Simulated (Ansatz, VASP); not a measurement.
# Cross-check of C (Graphite) between VASP and Ansatz

Wanted: the spread between two codes on one cell, functional and k mesh.

Method: plane waves, with VASP 6.6.1 beside it; relaxation of cell and atoms at r2SCAN with rVV10, in Ansatz 0.2.0.

The database entry behind the starting cell differs from later determinations by our own check (0.1 to 0.3 % short, probably kX units), so it need not match the best structure at ambient conditions.

## Step 1: Set-up

The structure is hexagonal, space group P6_3/mmc (No. 194). The conventional cell has a = 2.456 Å, b = 2.456 Å, c = 6.696 Å, α = 90.00°, β = 90.00°, γ = 120.00°. C has 3 C at 1.42 Å nearest. C has 3 C at 1.42 Å nearest.

Structure file:

```cif
data_structure
_symmetry_space_group_name_H-M 'P 1'
_symmetry_Int_Tables_number 1
_cell_length_a 2.4560
_cell_length_b 2.4560
_cell_length_c 6.6960
_cell_angle_alpha 90.000
_cell_angle_beta 90.000
_cell_angle_gamma 120.000
_cell_volume 34.98
loop_
_atom_site_label
_atom_site_type_symbol
_atom_site_fract_x
_atom_site_fract_y
_atom_site_fract_z
_atom_site_occupancy
C1 C 0.00000 0.00000 0.75000 1
C2 C 0.00000 0.00000 0.25000 1
C3 C 0.33333 0.66667 0.75000 1
C4 C 0.66667 0.33333 0.25000 1
```

## Step 2: VASP: relaxation of cell and atoms, r2SCAN with rVV10

The relaxed volume is the usual yardstick between codes: its relative difference is about their pressure difference at one cell divided by the bulk modulus.

Lines of VASP's logs that name or quote its potential files are left out, and so is its time.

INCAR

```
SYSTEM = C
PREC = Accurate
ENCUT = 520
EDIFF = 1E-06
NELM = 100
ISMEAR = 0
SIGMA = 0.05
LREAL = .FALSE.
ALGO = Normal
METAGGA = R2SCAN
LUSE_VDW = .TRUE.
IVDW_NL = 2
BPARAM = 11.95
CPARAM = 0.0093
LASPH = .TRUE.
NBANDS = 14
LORBIT = 11
LWAVE = .FALSE.
LCHARG = .FALSE.
KPAR = 4
IBRION = 2
NSW = 60
ISIF = 3
EDIFFG = -0.01
```

POSCAR

```
C
1.0
    2.4560000000      0.0000000000      0.0000000000
   -1.2280000000      2.1269583917      0.0000000000
    0.0000000000      0.0000000000      6.6960000000
C
4
Direct
    0.0000000000      0.0000000000      0.7500000000
    0.0000000000      0.0000000000      0.2500000000
    0.3333333333      0.6666666667      0.7500000000
    0.6666666667      0.3333333333      0.2500000000
```

KPOINTS

```
Automatic mesh
0
Gamma
10 10 4
0 0 0
```

The projector-augmented-wave data sets are C (PBE family, release 64).

Run with:

```sh
$ mpirun -np 4 vasp_std
```

Numbers of over 12 decimals in the logs are rounded to 6 here.

What it wrote:

```text
[banner, memory and clock lines left out]
running    4 mpi-ranks, on    1 nodes
 distrk:  each k-point on    1 cores,    4 groups
 distr:  one band on    1 cores,    1 groups

 POSCAR found type information on POSCAR C
 POSCAR found :  1 types and       4 ions
|                                                                             |
|               ----> ADVICE to this user running VASP <----                  |
|                                                                             |
|     You have switched on vdW-DFT.                                           |
|     This routine was written and supplied by Jiri Klimes. We recommend      |
|     that you carefully read and cite the following publications:            |
|       J. Klimes, D.R. Bowler, A. Michelides                                 |
|          J. Phys.: Cond Matt. 22 022201 (2010)                              |
|       J. Klimes, D.R. Bowler, A. Michelides                                 |
|          Phys. Rev. B. 83, 195131 (2011)                                    |
|     and references therein.                                                 |
|                                                                             |

|                                                                             |
|               ----> ADVICE to this user running VASP <----                  |
|                                                                             |
|     You enforced a specific xc type in the INCAR file but a different       |
|     [... a line on the potential file left out ...]
|     I HOPE YOU KNOW WHAT YOU ARE DOING!                                     |
|                                                                             |

 LDA part: xc-table for (None), standard interpolation
 POSCAR, INCAR and KPOINTS ok, starting setup
 FFT: planning ... GRIDC
 FFT: planning ... GRID_SOFT
 FFT: planning ... GRID
 WAVECAR not read
 entering main loop
       N       E                     dE             d eps       ncg     rms          rms(c)
Total rVV10 correction in eV:      0.2383433    16.1851679
Total rVV10 correction in eV:      0.2383433    16.1851679
Total rVV10 correction in eV:      0.2383433    16.1851679
Total rVV10 correction in eV:      0.2383433    16.1851679
DAV:   1     0.325649534400E+02    0.32565E+02   -0.81836E+03  1176   0.108E+03
DAV:   2    -0.422678789527E+02   -0.74833E+02   -0.67609E+02  1604   0.208E+02
DAV:   3    -0.451534965005E+02   -0.28856E+01   -0.28680E+01  1518   0.399E+01
DAV:   4    -0.451806375809E+02   -0.27141E-01   -0.27125E-01  1476   0.453E+00
DAV:   5    -0.451811639580E+02   -0.52638E-03   -0.52618E-03  1530   0.599E-01    0.828E+00
Total rVV10 correction in eV:      0.2646392    16.1851674
Total rVV10 correction in eV:      0.2646392    16.1851674
Total rVV10 correction in eV:      0.2646392    16.1851674
Total rVV10 correction in eV:      0.2646392    16.1851674
DAV:   6    -0.398765409572E+02    0.53046E+01   -0.10811E+00  1296   0.738E+00    0.586E+00
Total rVV10 correction in eV:      0.3027701    16.1851674
Total rVV10 correction in eV:      0.3027701    16.1851674
Total rVV10 correction in eV:      0.3027701    16.1851674
Total rVV10 correction in eV:      0.3027701    16.1851674
DAV:   7    -0.394282978330E+02    0.44824E+00   -0.12168E+00  1332   0.751E+00    0.185E+00
Total rVV10 correction in eV:      0.3074615    16.1851674
Total rVV10 correction in eV:      0.3074615    16.1851674
Total rVV10 correction in eV:      0.3074615    16.1851674
Total rVV10 correction in eV:      0.3074615    16.1851674
DAV:   8    -0.394357196699E+02   -0.74218E-02   -0.39773E-02  1500   0.135E+00    0.671E-01
Total rVV10 correction in eV:      0.3113480    16.1851674
Total rVV10 correction in eV:      0.3113480    16.1851674
Total rVV10 correction in eV:      0.3113480    16.1851674
Total rVV10 correction in eV:      0.3113480    16.1851674
DAV:   9    -0.394374338760E+02   -0.17142E-02   -0.13084E-03  1344   0.325E-01    0.334E-02
Total rVV10 correction in eV:      0.3117456    16.1851674
Total rVV10 correction in eV:      0.3117456    16.1851674
Total rVV10 correction in eV:      0.3117456    16.1851674
Total rVV10 correction in eV:      0.3117456    16.1851674
DAV:  10    -0.394374660294E+02   -0.32153E-04   -0.25111E-05  1544   0.437E-02    0.277E-02
Total rVV10 correction in eV:      0.3119802    16.1851674
Total rVV10 correction in eV:      0.3119802    16.1851674
Total rVV10 correction in eV:      0.3119802    16.1851674
Total rVV10 correction in eV:      0.3119802    16.1851674
DAV:  11    -0.394374746729E+02   -0.86435E-05   -0.36471E-06  1356   0.178E-02    0.301E-03
Total rVV10 correction in eV:      0.3120179    16.1851674
Total rVV10 correction in eV:      0.3120179    16.1851674
Total rVV10 correction in eV:      0.3120179    16.1851674
Total rVV10 correction in eV:      0.3120179    16.1851674
DAV:  12    -0.394374750112E+02   -0.33837E-06   -0.19878E-07  1134   0.377E-03
Total rVV10 correction in eV:      0.3120160    16.1851674
Total rVV10 correction in eV:      0.3120160    16.1851674
Total rVV10 correction in eV:      0.3120160    16.1851674
Total rVV10 correction in eV:      0.3120160    16.1851674
Total rVV10 correction in eV:      0.3120182    16.1851674
Total rVV10 correction in eV:      0.3120182    16.1851674
Total rVV10 correction in eV:      0.3120182    16.1851674
Total rVV10 correction in eV:      0.3120182    16.1851674
   1 F= -.39437475E+02 E0= -.39437475E+02  d E =-.394375E+02
 curvature:   0.00 expect dE= 0.000E+00 dE for cont linesearch  0.000E+00
 trial: gam= 0.00000 g(F)=  0.849E-46 g(S)=  0.527E-03 ort = 0.000E+00 (trialstep = 0.100E+01)
 search vector abs. value=  0.527E-03
 bond charge predicted
       N       E                     dE             d eps       ncg     rms          rms(c)
Total rVV10 correction in eV:      0.3121558    16.1851674
Total rVV10 correction in eV:      0.3121558    16.1851674
Total rVV10 correction in eV:      0.3121558    16.1851674
Total rVV10 correction in eV:      0.3121558    16.1851674
DAV:   1    -0.394371568480E+02    0.31782E-03   -0.14151E-02  1242   0.107E+00    0.725E-02
Total rVV10 correction in eV:      0.3120789    16.1851673
Total rVV10 correction in eV:      0.3120789    16.1851673
Total rVV10 correction in eV:      0.3120789    16.1851673
Total rVV10 correction in eV:      0.3120789    16.1851673
DAV:   2    -0.394371593931E+02   -0.25451E-05   -0.31739E-04  1548   0.146E-01    0.551E-02
Total rVV10 correction in eV:      0.3119604    16.1851673
Total rVV10 correction in eV:      0.3119604    16.1851673
Total rVV10 correction in eV:      0.3119604    16.1851673
Total rVV10 correction in eV:      0.3119604    16.1851673
DAV:   3    -0.394371137664E+02    0.45627E-04   -0.67467E-05  1284   0.617E-02    0.857E-03
Total rVV10 correction in eV:      0.3119580    16.1851673
Total rVV10 correction in eV:      0.3119580    16.1851673
Total rVV10 correction in eV:      0.3119580    16.1851673
Total rVV10 correction in eV:      0.3119580    16.1851673
DAV:   4    -0.394371137977E+02   -0.31314E-07   -0.28839E-06  1510   0.120E-02
Total rVV10 correction in eV:      0.3119592    16.1851673
Total rVV10 correction in eV:      0.3119592    16.1851673
Total rVV10 correction in eV:      0.3119592    16.1851673
Total rVV10 correction in eV:      0.3119592    16.1851673
Total rVV10 correction in eV:      0.3119563    16.1851673
Total rVV10 correction in eV:      0.3119563    16.1851673
Total rVV10 correction in eV:      0.3119563    16.1851673
Total rVV10 correction in eV:      0.3119563    16.1851673
   2 F= -.39437114E+02 E0= -.39437114E+02  d E =0.361214E-03
 trial-energy change:    0.000361  1 .order    0.000349   -0.000527    0.001225
 step:   0.2921(harm=  0.3007)  dis= 0.00000  next Energy=   -39.437552 (dE=-0.766E-04)
 bond charge predicted
       N       E                     dE             d eps       ncg     rms          rms(c)
Total rVV10 correction in eV:      0.3118595    16.1851673
Total rVV10 correction in eV:      0.3118595    16.1851673
Total rVV10 correction in eV:      0.3118595    16.1851673
Total rVV10 correction in eV:      0.3118595    16.1851673
DAV:   1    -0.394375615434E+02   -0.44778E-03   -0.71096E-03  1242   0.756E-01    0.518E-02
Total rVV10 correction in eV:      0.3119096    16.1851674
Total rVV10 correction in eV:      0.3119096    16.1851674
Total rVV10 correction in eV:      0.3119096    16.1851674
Total rVV10 correction in eV:      0.3119096    16.1851674
DAV:   2    -0.394375673482E+02   -0.58048E-05   -0.15827E-04  1530   0.103E-01    0.393E-02
Total rVV10 correction in eV:      0.3119893    16.1851674
Total rVV10 correction in eV:      0.3119893    16.1851674
Total rVV10 correction in eV:      0.3119893    16.1851674
Total rVV10 correction in eV:      0.3119893    16.1851674
DAV:   3    -0.394375509404E+02    0.16408E-04   -0.33347E-05  1284   0.435E-02    0.597E-03
Total rVV10 correction in eV:      0.3119906    16.1851674
Total rVV10 correction in eV:      0.3119906    16.1851674
Total rVV10 correction in eV:      0.3119906    16.1851674
Total rVV10 correction in eV:      0.3119906    16.1851674
DAV:   4    -0.394375510598E+02   -0.11940E-06   -0.14143E-06  1404   0.840E-03
Total rVV10 correction in eV:      0.3119895    16.1851674
Total rVV10 correction in eV:      0.3119895    16.1851674
Total rVV10 correction in eV:      0.3119895    16.1851674
Total rVV10 correction in eV:      0.3119895    16.1851674
Total rVV10 correction in eV:      0.3119917    16.1851674
Total rVV10 correction in eV:      0.3119917    16.1851674
Total rVV10 correction in eV:      0.3119917    16.1851674
Total rVV10 correction in eV:      0.3119917    16.1851674
   3 F= -.39437551E+02 E0= -.39437551E+02  d E =-.760486E-04
 curvature:  -0.15 expect dE=-0.118E-05 dE for cont linesearch -0.244E-07
 trial: gam=-0.00272 g(F)=  0.413E-45 g(S)=  0.782E-05 ort = 0.925E-05 (trialstep = 0.858E+00)
 search vector abs. value=  0.778E-05
 reached required accuracy - stopping structural energy minimisation
```

From OUTCAR (step 2):

```text
ion  position               nearest neighbor table
   1  0.000  0.000  0.750-   3 1.42   3 1.42   3 1.42
   2  0.000  0.000  0.250-   4 1.42   4 1.42   4 1.42
   3  0.333  0.667  0.750-   1 1.42   1 1.42   1 1.42
   4  0.667  0.333  0.250-   2 1.42   2 1.42   2 1.42

  LATTYP: Found a hexagonal cell.
 ALAT       =     2.4560000000
 C/A-ratio  =     2.7263843648

 Subroutine GETGRP returns: Found 24 space group operations
 (whereof 12 operations were pure point group operations)

The static configuration has the point symmetry D_3d.
 The point group associated with its full space group is D_6h.

 Found     42 irreducible k-points:

   k-points           NKPTS =     42   k-points in BZ     NKDIM =     42   number of bands    NBANDS=     14

   dimension x,y,z NGX =    18 NGY =   18 NGZ =   50
   dimension x,y,z NGXF=    36 NGYF=   36 NGZF=  100

   ENCUT  =  520.0 eV  38.22 Ry    6.18 a.u.   4.57  4.57 12.45*2*pi/ulx,y,z

   NELECT =      16.0000    total number of electrons

 k-points in reciprocal lattice and weights: Automatic mesh
   0.00000000  0.00000000  0.00000000       0.003
   0.10000000 -0.00000000  0.00000000       0.015
   0.20000000 -0.00000000  0.00000000       0.015
   0.30000000  0.00000000  0.00000000       0.015
   0.40000000  0.00000000  0.00000000       0.015
   0.50000000  0.00000000  0.00000000       0.007
   0.10000000  0.10000000  0.00000000       0.015
   0.20000000  0.10000000  0.00000000       0.030
   0.30000000  0.10000000  0.00000000       0.030
[...]
0.40000000  0.20000000  0.50000000       0.015
   0.30000000  0.30000000  0.50000000       0.015

 average (electrostatic) potential at core
       1 -52.8739       2 -52.8739       3 -52.8344       4 -52.8344

 E-fermi :   4.3940

 k-point     1 :       0.0000    0.0000    0.0000
  band No.  band energies     occupation
    ...
      4      -2.3086      2.00000
      5       1.4940      2.00000
      6       1.4940      2.00000
      7       1.5137      2.00000
      8       1.5137      2.00000
      9       9.0333      0.00000
     10      13.4013      0.00000
     11      13.4013      0.00000
     12      13.4574      0.00000
     13      13.4574      0.00000
    ...

 k-point     2 :       0.1000   -0.0000    0.0000
  band No.  band energies     occupation
    ...
      4      -2.0202      2.00000
      5       0.4897      2.00000
      6       0.5317      2.00000
      7       0.9786      2.00000
      8       1.0119      2.00000
      9       9.3326      0.00000
     10      13.4720      0.00000
     11      13.5795      0.00000
     12      14.4591      0.00000
     13      14.5153      0.00000
    ...

 k-point     3 :       0.2000   -0.0000    0.0000
  band No.  band energies     occupation
    ...
      4      -1.8767      2.00000
      5      -1.7938      2.00000
      6      -1.1700      2.00000
      7      -0.1155      2.00000
      8      -0.0684      2.00000
      9      10.2320      0.00000
     10      13.2515      0.00000
     11      13.4971      0.00000
     12      13.7082      0.00000
     13      14.2588      0.00000
    ...

  Total        0.0006188      0.0006188     -0.0254528      0.0000000      0.0000000      0.0000000
  in kB        0.0283158      0.0283158     -1.1647426      0.0000000      0.0000000      0.0000000
  external PRESSURE =      -0.3693703 kB  Pullay stress =       0.0000000 kB

  energy-cutoff  :      520.00
  volume of cell :       35.01
      direct lattice vectors                 reciprocal lattice vectors
     2.457270774 -0.000000000  0.000000000     0.406955558  0.234955901 -0.000000000
    -1.228635387  2.128058914 -0.000000000     0.000000000  0.469911802 -0.000000000
     0.000000000  0.000000000  6.695457382     0.000000000  0.000000000  0.149354994

 POSITION                                       TOTAL-FORCE (eV/Angst)
 -----------------------------------------------------------------------------------
      0.00000      0.00000      5.02159        -0.000000     -0.000000      0.000000
      0.00000      0.00000      1.67386         0.000000      0.000000     -0.000000
     -0.00000      1.41871      5.02159        -0.000000     -0.000000     -0.000000
      1.22864      0.70935      1.67386        -0.000000      0.000000      0.000000
 -----------------------------------------------------------------------------------
    total drift:                               -0.000000      0.000000      0.000000

  FREE ENERGIE OF THE ION-ELECTRON SYSTEM (eV)
  ---------------------------------------------------
  free  energy   TOTEN  =       -39.4375510598 eV

  energy  without entropy=      -39.4375510598  energy(sigma->0) =      -39.43755106

 reached required accuracy - stopping structural energy minimisation

 total charge
# of ion       s       p       d       tot
------------------------------------------
    1        0.879   1.782   0.000   2.661
    2        0.879   1.782   0.000   2.661
    3        0.878   1.787   0.000   2.664
    4        0.878   1.787   0.000   2.664
--------------------------------------------------
tot          3.513   7.137   0.000  10.650

[... 3 further parts left out ...]
```

(Part 1 of 2 ends here.)

[Lines on the potential files, build, host, timing and source positions are cut from VASP's logs without a mark.]

[Logs are printed without paths, hosts, clocks, repeated set-up lines and the standing remarks that a program may print on its own settings, such as how far it seeks lower states.]

[Hosts, paths, dates, database ids (printed as entryN), source tags and the programs' standing remarks are cut or masked in the printed files.]
